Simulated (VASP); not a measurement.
Input:

```
CELL_PARAMETERS angstrom
      0.00000     1.80954     1.80954
      1.80954     0.00000     1.80954
      1.80954     1.80954     0.00000
ATOMIC_POSITIONS crystal
  B  0.00000 0.00000 0.00000
  N  0.25000 0.25000 0.25000
```

Method: LDA (Ceperley-Alder, Perdew-Zunger), VASP's LDA PAW potentials (set 64) (plane waves; VASP). Settings: 520 eV cut-off, 13×13×13 Γ-centred mesh, Gaussian smearing of 0.050 eV, potentials B N.

Problem. Predict the energy per atom (σ→0), pressure.

Solution. 
```yaml
energy per atom (σ→0): -9.701 eV/atom
pressure: -11.32 GPa
```

The absolute energy has meaning only against runs of the same code, potentials and settings.

The compound is BN in the zinc blende structure. This cell is one point of a volume scan, at 1.03 of the reference volume.
